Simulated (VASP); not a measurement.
Computed with MS2 meta-GGA, VASP's PBE PAW potentials (set 64) (plane waves; VASP).

The input files of a VASP run:

INCAR:
```
ALGO = Normal
EDIFF = 1E-6
EDIFFG = -0.01
ENCUT = 520
IBRION = 2
ISIF = 3
ISMEAR = 1
LASPH = T
LCHARG = F
LMIXTAU = T
LREAL = F
LWAVE = F
METAGGA = MS2
NELM = 100
NSW = 60
PREC = Accurate
SIGMA = 0.1
SYSTEM = Al
```

POSCAR:
```
Al
1
    0.0000000000     2.0048970246     2.0048970246
    2.0048970246    -0.0000000000     2.0048970246
    2.0048970246     2.0048970246    -0.0000000000
Al
1
Direct
  0.0000000000   0.0000000000   0.0000000000
```

KPOINTS:
```
Automatic mesh
0
G
  14 14 14
```

POTCAR, in this order: Al (PBE.64 set). Program: vasp_std.

Output

OSZICAR:
```
       N       E                     dE             d eps       ncg     rms          rms(c)
DAV:   1    -0.680529697061E+01   -0.68053E+01   -0.86913E+02  1135   0.327E+02
DAV:   2    -0.874379473496E+01   -0.19385E+01   -0.18446E+01  1365   0.312E+01
DAV:   3    -0.875870853320E+01   -0.14914E-01   -0.14418E-01  1365   0.323E+00
DAV:   4    -0.875876131788E+01   -0.52785E-04   -0.52749E-04  1400   0.171E-01
DAV:   5    -0.875876165414E+01   -0.33626E-06   -0.33479E-06  1385   0.106E-02    0.596E+00
DAV:   6    -0.766055970994E+01    0.10982E+01   -0.14803E-01  1040   0.462E+00    0.327E+00
DAV:   7    -0.807651835498E+01   -0.41596E+00   -0.17256E-01  1040   0.546E+00    0.628E-01
DAV:   8    -0.761782852865E+01    0.45869E+00   -0.19978E-01  1040   0.519E+00    0.524E-01
DAV:   9    -0.760131431823E+01    0.16514E-01   -0.84368E-02  1065   0.222E+00    0.426E-01
DAV:  10    -0.761858047458E+01   -0.17266E-01   -0.68316E-02  1075   0.189E+00    0.487E-01
DAV:  11    -0.761846311610E+01    0.11736E-03   -0.14443E-03  1120   0.556E-01    0.141E-01
DAV:  12    -0.761814043408E+01    0.32268E-03   -0.64197E-04  1195   0.305E-01    0.215E-01
DAV:  13    -0.761823355517E+01   -0.93121E-04   -0.41872E-05  1160   0.525E-02    0.245E-01
DAV:  14    -0.761850128960E+01   -0.26773E-03   -0.11841E-04  1075   0.165E-01    0.573E-02
DAV:  15    -0.761895713808E+01   -0.45585E-03   -0.12410E-03  1050   0.287E-01    0.151E-02
DAV:  16    -0.761897624897E+01   -0.19111E-04   -0.18208E-05  1200   0.452E-02    0.165E-02
DAV:  17    -0.761896860678E+01    0.76422E-05   -0.27612E-06  1105   0.130E-02    0.213E-02
DAV:  18    -0.761897547779E+01   -0.68710E-05   -0.77863E-06  1050   0.450E-02    0.110E-02
DAV:  19    -0.761897008690E+01    0.53909E-05   -0.26263E-06  1125   0.172E-02    0.912E-03
DAV:  20    -0.761898158957E+01   -0.11503E-04   -0.69419E-06  1040   0.225E-02    0.875E-03
DAV:  21    -0.761898773348E+01   -0.61439E-05   -0.53722E-06  1080   0.197E-02    0.809E-03
DAV:  22    -0.761899294550E+01   -0.52120E-05   -0.75834E-06  1065   0.206E-02    0.978E-03
DAV:  23    -0.761899388716E+01   -0.94166E-06   -0.10332E-06  1050   0.863E-03
   1 F= -.76189939E+01 E0= -.76190747E+01  d E =-.761899E+01
```

**OUTCAR**
```
------------------------ aborting loop because EDIFF is reached ----------------------------------------
  FORCE on cell =-STRESS in cart. coord.  units (eV):
  Direction    XX          YY          ZZ          XY          YZ          ZX
  --------------------------------------------------------------------------------------
  Total        0.0019788      0.0019788      0.0019788      0.0000000      0.0000000     -0.0000000
  in kB        0.1966990      0.1966990      0.1966990      0.0000000      0.0000000     -0.0000000
  external PRESSURE =       0.1966990 kB  Pullay stress =       0.0000000 kB
  volume of cell :       16.12
      direct lattice vectors                 reciprocal lattice vectors
     0.000000000  2.004897025  2.004897025    -0.249389367  0.249389367  0.249389367
     2.004897025  0.000000000  2.004897025     0.249389367 -0.249389367  0.249389367
     2.004897025  2.004897025  0.000000000     0.249389367  0.249389367 -0.249389367
 POSITION                                       TOTAL-FORCE (eV/Angst)
 -----------------------------------------------------------------------------------
      0.00000      0.00000      0.00000         0.000000      0.000000      0.000000
 -----------------------------------------------------------------------------------
    total drift:                               -0.000000      0.000000      0.000000
  FREE ENERGIE OF THE ION-ELECTRON SYSTEM (eV)
  ---------------------------------------------------
  free  energy   TOTEN  =        -7.6189938872 eV

  energy  without entropy=       -7.6192363394  energy(sigma->0) =       -7.61907470

 reached required accuracy - stopping structural energy minimisation
```
(Selected blocks of OUTCAR.)

The compound is Al in the fcc structure. It was relaxed first. The start is the result of an earlier pass.
